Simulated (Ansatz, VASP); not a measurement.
# Cross-check of NbAs between VASP and Ansatz

Wanted: the spread between two codes on one cell, functional and k mesh. The cell is taken from a series of VASP runs on this material, whose earlier steps may have relaxed, scaled or displaced it; both programs get it as it stands.

Program: Ansatz 0.2.0. Level of theory: plane waves, with VASP 6.6.1 beside it; single point at r2SCAN. Results are calculated unless marked as measured.

## (1) Set-up

Symmetry: I4_1md, No. 109, tetragonal system. The conventional cell has a = 3.454 Å, b = 3.454 Å, c = 11.780 Å, α = 90.00°, β = 90.00°, γ = 90.00°. Nearest to Nb lie 6 As at 2.62 to 2.63 Å. Nearest to As lie 6 Nb at 2.62 to 2.63 Å. Farther neighbours are not listed.

As a file:

```xyz
4
Lattice="-1.7269 1.7269 5.8902 1.7269 -1.7269 5.8902 1.7269 1.7269 -5.8902" Properties=species:S:1:pos:R:3 pbc="T T T"
Nb    0.0000    0.0000   11.7707
Nb    0.0000    1.7269    2.9354
As    0.0000    0.0000    4.9104
As    1.7269    0.0000    1.9653
```

## (2) VASP: single point, r2SCAN

A single point gives forces, pressure and levels at one fixed geometry, so differences don't come from the geometry; what else differs is listed under the comparison.

Lines of VASP's logs that name or quote its potential files are left out, and so is its time.

Contents of INCAR:

```
SYSTEM = NbAs
PREC = Accurate
ENCUT = 400
EDIFF = 1E-06
NELM = 100
ISMEAR = 0
SIGMA = 0.05
LREAL = .FALSE.
ALGO = Normal
METAGGA = R2SCAN
LASPH = .TRUE.
NBANDS = 24
LORBIT = 11
LWAVE = .FALSE.
LCHARG = .TRUE.
ISIF = 2
LELF = .TRUE.
LVHAR = .TRUE.
```

Contents of POSCAR:

```
NbAs
1.0
   -1.7268892229      1.7268892229      5.8902310760
    1.7268892229     -1.7268892229      5.8902310760
    1.7268892229      1.7268892229     -5.8902310760
Nb As
2 2
Direct
    0.9991723032      0.9991723032      0.0000000000
    0.7491723032      0.2491723032      0.5000000000
    0.4168276968      0.4168276968      0.0000000000
    0.1668276968      0.6668276968      0.5000000000
```

Contents of KPOINTS:

```
Automatic mesh
0
Gamma
8 8 8
0 0 0
```

The projector-augmented-wave data sets are Nb_sv and As (PBE family, release 64).

The run is started by

```sh
> mpirun -np 4 vasp_std
```

Numbers of over 12 decimals in the logs are rounded to 6 here.

What it wrote:

```text
[banner, memory and clock lines left out]
running    4 mpi-ranks, on    1 nodes
 distrk:  each k-point on    4 cores,    1 groups
 distr:  one band on    1 cores,    4 groups

 POSCAR found type information on POSCAR NbAs
 POSCAR found :  2 types and       4 ions
|                                                                             |
|               ----> ADVICE to this user running VASP <----                  |
|                                                                             |
|     You enforced a specific xc type in the INCAR file but a different       |
|     [... a line on the potential file left out ...]
|     I HOPE YOU KNOW WHAT YOU ARE DOING!                                     |
|                                                                             |

 LDA part: xc-table for (None), standard interpolation
 POSCAR, INCAR and KPOINTS ok, starting setup
 FFT: planning ... GRIDC
 FFT: planning ... GRID_SOFT
 FFT: planning ... GRID
 WAVECAR not read
 entering main loop
       N       E                     dE             d eps       ncg     rms          rms(c)
DAV:   1     0.236084197972E+03    0.23608E+03   -0.16898E+04  2832   0.125E+03
DAV:   2    -0.741493241684E+02   -0.31023E+03   -0.30394E+03  3568   0.454E+02
DAV:   3    -0.960030943122E+02   -0.21854E+02   -0.21644E+02  5272   0.920E+01
DAV:   4    -0.971307147271E+02   -0.11276E+01   -0.11234E+01  4152   0.174E+01
DAV:   5    -0.971724115038E+02   -0.41697E-01   -0.41686E-01  4664   0.357E+00    0.146E+01
DAV:   6    -0.821570886139E+02    0.15015E+02   -0.10435E+01  4632   0.294E+01    0.322E+00
DAV:   7    -0.822309887372E+02   -0.73900E-01   -0.36871E-01  4072   0.431E+00    0.189E+00
DAV:   8    -0.822604450219E+02   -0.29456E-01   -0.43516E-02  4616   0.160E+00    0.305E-01
DAV:   9    -0.822630395861E+02   -0.25946E-02   -0.65795E-03  4472   0.442E-01    0.227E-01
DAV:  10    -0.822636732565E+02   -0.63367E-03   -0.86411E-04  3528   0.266E-01    0.239E-02
DAV:  11    -0.822636769634E+02   -0.37069E-05   -0.32970E-05  5096   0.487E-02    0.123E-02
DAV:  12    -0.822636764994E+02    0.46402E-06   -0.41962E-06  3088   0.178E-02
   1 F= -.82263676E+02 E0= -.82263089E+02  d E =-.117435E-02
```

From OUTCAR (step 2):

```text
ion  position               nearest neighbor table
   1  0.999  0.999  0.000-   4 2.62   4 2.62   3 2.63   3 2.63   3 2.63   3 2.63
   2  0.749  0.249  0.500-   3 2.62   3 2.62   4 2.63   4 2.63   4 2.63   4 2.63
   3  0.417  0.417  0.000-   2 2.62   2 2.62   1 2.63   1 2.63   1 2.63   1 2.63
   4  0.167  0.667  0.500-   1 2.62   1 2.62   2 2.63   2 2.63   2 2.63   2 2.63

  LATTYP: Found a body centered tetragonal cell.
 ALAT       =     3.4537784458
 C/A-ratio  =     3.4108910971

 Subroutine GETGRP returns: Found  8 space group operations
 (whereof  4 operations were pure point group operations)

The static configuration has the point symmetry C_2v.
 The point group associated with its full space group is C_4v.

 Found     59 irreducible k-points:

   k-points           NKPTS =     59   k-points in BZ     NKDIM =     59   number of bands    NBANDS=     24

   dimension x,y,z NGX =    42 NGY =   42 NGZ =   42
   dimension x,y,z NGXF=    84 NGYF=   84 NGZF=   84

   ENCUT  =  400.0 eV  29.40 Ry    5.42 a.u.  10.40 10.40 10.40*2*pi/ulx,y,z

   NELECT =      36.0000    total number of electrons

 k-points in reciprocal lattice and weights: Automatic mesh
   0.00000000  0.00000000  0.00000000       0.002
   0.12500000 -0.00000000  0.00000000       0.016
   0.25000000 -0.00000000  0.00000000       0.016
   0.37500000  0.00000000  0.00000000       0.016
   0.50000000 -0.00000000  0.00000000       0.008
   0.12500000  0.12500000  0.00000000       0.016
   0.25000000  0.12500000  0.00000000       0.031
   0.37500000  0.12500000  0.00000000       0.031
   0.50000000  0.12500000  0.00000000       0.031
[...]
-0.37500000 -0.37500000  0.37500000       0.004
   0.50000000  0.50000000  0.50000000       0.002

 average (electrostatic) potential at core
       1 -84.7768       2 -84.7768       3 -49.5084       4 -49.5084

 E-fermi :   9.5249

 k-point     1 :       0.0000    0.0000    0.0000
  band No.  band energies     occupation
    ...
     14       7.1577      2.00000
     15       7.3800      2.00000
     16       7.7219      2.00000
     17       8.0159      2.00000
     18       8.0159      2.00000
     19      10.2671      0.00000
     20      10.8394      0.00000
     21      12.0353      0.00000
     22      12.5933      0.00000
     23      12.5933      0.00000
    ...

 k-point     2 :       0.1250   -0.0000    0.0000
  band No.  band energies     occupation
    ...
     14       6.9962      2.00000
     15       7.3980      2.00000
     16       7.6950      2.00000
     17       7.9279      2.00000
     18       8.3175      2.00000
     19      10.0570      0.00000
     20      10.5959      0.00000
     21      11.6680      0.00000
     22      12.3851      0.00000
     23      12.7620      0.00000
    ...

 k-point     3 :       0.2500   -0.0000    0.0000
  band No.  band energies     occupation
    ...
     14       6.6500      2.00000
     15       7.5833      2.00000
     16       7.6534      2.00000
     17       7.8665      2.00000
     18       8.8826      2.00000
     19       9.7835      0.00000
     20      10.5301      0.00000
     21      11.0436      0.00000
     22      11.9591      0.00000
     23      12.4289      0.00000
    ...

  Total        0.0156038      0.0156038     -0.0185729      0.0000000      0.0000000      0.0000000
  in kB        0.3558107      0.3558107     -0.4235156      0.0000000      0.0000000      0.0000000
  external PRESSURE =       0.0960352 kB  Pullay stress =       0.0000000 kB

  energy-cutoff  :      400.00
  volume of cell :       70.26
      direct lattice vectors                 reciprocal lattice vectors
    -1.726889223  1.726889223  5.890231076     0.000000000  0.289537970  0.084886313
     1.726889223 -1.726889223  5.890231076     0.289537970  0.000000000  0.084886313
     1.726889223  1.726889223 -5.890231076     0.289537970  0.289537970  0.000000000

 POSITION                                       TOTAL-FORCE (eV/Angst)
 -----------------------------------------------------------------------------------
      0.00000      0.00000     11.77071        -0.000000     -0.000000     -0.004303
     -0.00000      1.72689      2.93536         0.000000      0.000000     -0.004303
      0.00000      0.00000      4.91042        -0.000000     -0.000000      0.004303
      1.72689      0.00000      1.96531         0.000000      0.000000      0.004303
 -----------------------------------------------------------------------------------
    total drift:                               -0.000001     -0.000001     -0.001369

  FREE ENERGIE OF THE ION-ELECTRON SYSTEM (eV)
  ---------------------------------------------------
  free  energy   TOTEN  =       -82.2636764994 eV

  energy  without entropy=      -82.2625021479  energy(sigma->0) =      -82.26308932

 total charge
# of ion       s       p       d       tot
------------------------------------------
    1        2.143   6.013   2.449  10.605
    2        2.143   6.013   2.449  10.605
    3        1.202   1.691   0.075   2.968
    4        1.202   1.691   0.075   2.968
--------------------------------------------------
tot          6.691  15.407   5.048  27.147

[... 3 further parts left out ...]
```

The run ends at a pressure of 0.01 GPa, with forces up to 0.0043 eV/Å.

## (3) Ansatz: single point, r2SCAN

Ansatz runs on its default PAW (the set named soft_2) files.

The same cell, functional, mesh and smearing now go to Ansatz, which takes its cutoff from its data sets.

Contents of input.yaml:

```yaml
crystal:
  lattice:
    - [-1.7268892229, 1.7268892229, 5.890231076]
    - [1.7268892229, -1.7268892229, 5.890231076]
    - [1.7268892229, 1.7268892229, -5.890231076]
  atoms:
    - { symbol: Nb, position: [0.9991723032, 0.9991723032, 0.0] }
    - { symbol: Nb, position: [0.7491723032, 0.2491723032, 0.5] }
    - { symbol: As, position: [0.4168276968, 0.4168276968, 0.0] }
    - { symbol: As, position: [0.1668276968, 0.6668276968, 0.5] }
hamiltonian:
  xc: r2scan
  pseudopotentials: { kind: paw }
kpoints:
  mp_grid: { grid: [8, 8, 8] }
scf:
  occupations: { method: gaussian, width: 0.05 }
  n_extra_bands: 5
output:
  forces: true
  stress: true
  eigenvalues: true
  write_density: true
  write_potential: true
  elf: true
  volumetric_format: npy
```

The run is started by

```sh
> ansatz run input.yaml --threads 2 --pin off --max-ram 4608MiB --backend cpu --events-out ev --progress --plain --runs-dir out
```

What it wrote:

```text
basis.fft_grid_basis auto: the FFT boxes are laid along the combinations [[1, -1, 0], [0, 1, 0], [1, 0, 1]] of the cell's own vectors, 4.884, 6.376 and 3.454 Å long. The dense box has 36×48×27 points. Along the cell's own vectors, as sized, it would have 48×48×48, 2.37 times as many. Of the 8 symmetry operations that the crystal satisfies within crystal.symmetry.tolerance (time reversal apart; of a slab, those that k [...]
scf.n_extra_bands = 5 over 28 filled bands (N_el = 56.0): the run solves 33 bands
Engine: ansatz 0.2.0, aarch64-unknown-linux-gnu
Pseudopotentials: kind: paw
Pseudopotential: Nb, paw, valence charge 13, recommended cutoff 500 eV (meta_gga), Nb.paw.azcp
Pseudopotential: As, paw, valence charge 15, recommended cutoff 500 eV (meta_gga), As.paw.azcp
Functional definition: r2SCAN
  parameter k0 = 0.174
  parameter k1 = 0.065
  parameter a1 = 4.9479
  exchange = r2scan_x(k0 = k0, k1 = k1, a1 = a1)
  correlation = r2scan_c
Crystal: 4 atoms, lattice volume = 70.262 Å³
Basis set: ecut = 500 eV, 1809 PW (Γ), FFT grids on a1−a2, a2, a1+a3, exchange–correlation on 144×192×108 points (64 copies of the dense FFT grid, shifted against one another)
Bands: 33, of which v1, the nominal top of the filled ones, is band 28 counted from 1 (27 counted from 0)
Symmetry: 8 space group operations
Space group: I41md (ITA 109), of the structure as read, at distance tolerance 4.1e-5 Å
k-points: 59 of 512 (time reversal used)
Non-local potential: Nb, projectors of the file, l = 0: 3, l = 1: 2, l = 2: 2, l = 3: 1
Non-local potential: As, projectors of the file, l = 0: 2, l = 1: 2, l = 2: 3, l = 3: 1
PAW form: soft (Blöchl's): semilocal exchange-correlation on the pseudo side does not see the compensation charge
PAW frozen core: Nb, regenerated for the run's functional (the file was generated under x = pbe(κ = 0.804, μ = 0.219515), c = pbe(β = 0.066725))
PAW frozen core: As, regenerated for the run's functional (the file was generated under x = pbe(κ = 0.804, μ = 0.219515), c = pbe(β = 0.066725))
PAW one-centre angular grid: Nb, 590 points (default); XC on 160 Gauss nodes
PAW one-centre angular grid: As, 590 points (default); XC on 160 Gauss nodes
Initial density: superposition of atomic densities (neutral atoms: chi_scale 0, normalization atom), corrected by the library's trained network
Initial wavefunctions: pseudopotential atomic-orbital guess
Functional: x = r2scan, c = r2scan; τ floored in thin density (d = 2e-4 eV/Å³)
SCF iter   1: F=—  HF=-18859.554362 eV  |F-HF|=—  |Δ(HF+E_count)|=         —  Δρ=1.40e-2  dr2=2.00e-1  dr2_τ=3.60e-2  ethr=1.77e-3  ⟨swp⟩=6.1  Hψ=7302  notcnv=0
preconditioner: auto → Kerker (q_TF=auto, 2.627 Å⁻¹)  [metal: Δε(μ)=0.026 eV  Ē_g=7.129 eV  σ=0.050 eV  W_gap=0.28  n_scr=24 (ndim 8)  ℏωp=19.8 eV  f_vac=0.000  D(μ)=0.96/eV (n_scr^D=2)]
SCF iter   2: F=—  HF=-18859.573061 eV  |F-HF|=—  |Δ(HF+E_count)|=   1.87e-2  Δρ=6.48e-3  dr2=2.99e-2  dr2_τ=3.27e-3  ethr=3.57e-4  ⟨swp⟩=2.3  Hψ=3412  notcnv=0  defer=50
SCF iter   3: F=—  HF=-18859.574586 eV  |F-HF|=—  |Δ(HF+E_count)|=   1.52e-3  Δρ=2.48e-3  dr2=3.01e-3  dr2_τ=1.35e-4  ethr=5.33e-5  ⟨swp⟩=3.0  Hψ=3772  notcnv=0  defer=50
SCF iter   4: F=—  HF=-18859.576084 eV  |F-HF|=—  |Δ(HF+E_count)|=   1.50e-3  Δρ=1.00e-3  dr2=5.12e-4  dr2_τ=2.04e-5  ethr=5.38e-6  ⟨swp⟩=3.0  Hψ=3512  notcnv=0  defer=50
SCF iter   5: F=—  HF=-18859.576465 eV  |F-HF|=—  |Δ(HF+E_count)|=   3.81e-4  Δρ=2.22e-4  dr2=3.65e-5  dr2_τ=1.22e-6  ethr=9.13e-7  ⟨swp⟩=3.0  Hψ=3361  notcnv=0  defer=50
SCF iter   6: F=—  HF=-18859.576490 eV  |F-HF|=—  |Δ(HF+E_count)|=   2.48e-5  Δρ=6.05e-5  dr2=2.78e-6  dr2_τ=1.31e-7  ethr=6.52e-8  ⟨swp⟩=2.0  Hψ=2635  notcnv=0  defer=50
SCF iter   7: F=—  HF=-18859.576492 eV  |F-HF|=—  |Δ(HF+E_count)|=   1.81e-6  Δρ=1.47e-5  dr2=2.19e-7  dr2_τ=3.78e-9  ethr=4.97e-9  ⟨swp⟩=2.0  Hψ=2490  notcnv=0  defer=50
SCF iter   8: F=-18859.576492 eV  HF=-18859.576492 eV  |F-HF|=8.24e-9  |Δ(HF+E_count)|=   1.33e-7  Δρ=3.96e-6  dr2=1.12e-8  dr2_τ=1.90e-10  ethr=1.79e-10  ⟨swp⟩=12.4  Hψ=12558  notcnv=0
SCF 1 converged in 8 iterations: F = -18859.576492 eV  dr2 = 1.12e-8
  greatest PAW one-centre occupation: 1.000 electrons in one spin orbital (limit 2), on the Nb atom at site 1 (counted from 0), in its partial waves of l = 0
SCF converged after 8 iterations
Free energy (F): -18859.576492 eV
Harris-Foulkes:  -18859.576492 eV  (|F-HF|=8.24e-9)
Internal energy: -18859.575312 eV  (E = F + TS)
E sigma→0 (E₀):  -18859.575902 eV
Entropy (-TS):   -0.001180 eV (-0.295 meV/atom)
Fermi energy:    16.130762 eV
--- Per-component energies (eV) ---
  E_band       = -537.634829
  E_kinetic    = 995.830498
  E_local      = -4360.843667  (includes V_loc(G=0)·N_el)
  E_nonlocal   = -1101.172045
  E_hartree    = 2156.267558
  E_xc         = -490.094430
  E_vxc        = -644.763540  (∫ρ·V_xc dr)
  E_paw        = -9876.791058  (= ΣΔE_a)
  E_vpaw       = 222.574803  (= ΣTr[D̂ρ^β])
  E_aug_tail   = -0.000003  (compensation charges beyond the density's cutoff)
  E_vtau       = 38.206305  (kinetic-family band-sum trace: ∫τ·v_τ [+ j·A + Jᵃ·Aᵃ] dr)
  E_ewald      = -6179.472487
  E_core_change = -3.299677  (= ΣΔE_core)
  E_smearing   = -0.001180  (= −TS)
  E_closure    = 0.000000  (closes the sum)
  Σ components = -18859.576492   (vs F -18859.576492, Δ=0.00e0)
--- Forces (eV/Å), atoms counted from 1 ---
  atom   1  Nb    -0.00000000     0.00000000    -0.00308394
  atom   2  Nb     0.00000000    -0.00000000    -0.00308394
  atom   3  As    -0.00000000     0.00000000     0.00309995
  atom   4  As     0.00000000     0.00000000     0.00309995
  max |Σ_I F_I| component: 3.20e-5 eV/Å
--- Stress (GPa, compression-positive) ---
        0.330974      -0.000000      -0.000000
       -0.000000       0.330974       0.000000
       -0.000000      -0.000000       0.267117
  P = ⅓ Tr σ = 0.3097 GPa (3.097 kbar)
--- Band table (eV; the first three rows and the last of 59) ---
  k-point 0: bands = [... 24 lower, 13.9869, 14.3262, 14.6150, 14.6150, 16.8738, 17.4458, 18.6357, 19.1918, ... 1 higher]
  k-point 1: bands = [... 24 lower, 13.4797, 14.2173, 14.9577, 15.0706, 16.4589, 16.7957, 18.6382, 18.6876, ... 1 higher]
  k-point 2: bands = [... 24 lower, 12.7362, 14.1275, 15.2810, 15.4672, 16.2524, 17.2544, 17.9330, 19.0671, ... 1 higher]
  k-point 58: bands = [... 24 lower, 13.5525, 13.5525, 15.4484, 15.4484, 17.1462, 17.1462, 18.1325, 18.1325, ... 1 higher]
```

Run time: 47 s. Hardware: 2 threads of Arm Neoverse N1, shared host; peak memory 0.56 GiB; 92 s of CPU time.

The run ends at a pressure of 0.31 GPa, with forces up to 0.0031 eV/Å.

## (4) Side by side

Known differences besides the potentials themselves: VASP keeps PBE cores, Ansatz makes them for the functional; the data sets hold 56 valence electrons in Ansatz (default PAW (the set named soft_2) files) and 36 in VASP; the cutoff is 500 eV in Ansatz and 400 eV in VASP. Total energies have different zeros and are not compared.

The two programs side by side:

```csv
quantity,Ansatz,VASP,difference
pressure (GPa),0.31,0.01,+0.30
pressure without Ansatz's Pulay correction (GPa),0.25,0.01,+0.24
```

Ansatz's pressure holds a Pulay correction of 0.06 GPa; VASP's holds none.

## (5) What came out

```json
{"difference in pressure (single point, r2SCAN)": "0.30 GPa"}
```

**Reading.** The difference in pressure is 0.30 GPa (single point, r2SCAN), within the 1 GPa picked in this series as the mark of a large difference. Such differences can come from data sets, numerical settings and the points named under the comparisons, not from the functional's error against experiment.

[Lines on the potential files, build, host, timing and source positions are cut from VASP's logs without a mark.]

[Logs are printed without paths, hosts, clocks, repeated set-up lines and the standing remarks that a program may print on its own settings, such as how far it seeks lower states.]

[Hosts, paths, dates, database ids (printed as entryN), source tags and the programs' standing remarks are cut or masked in the printed files.]
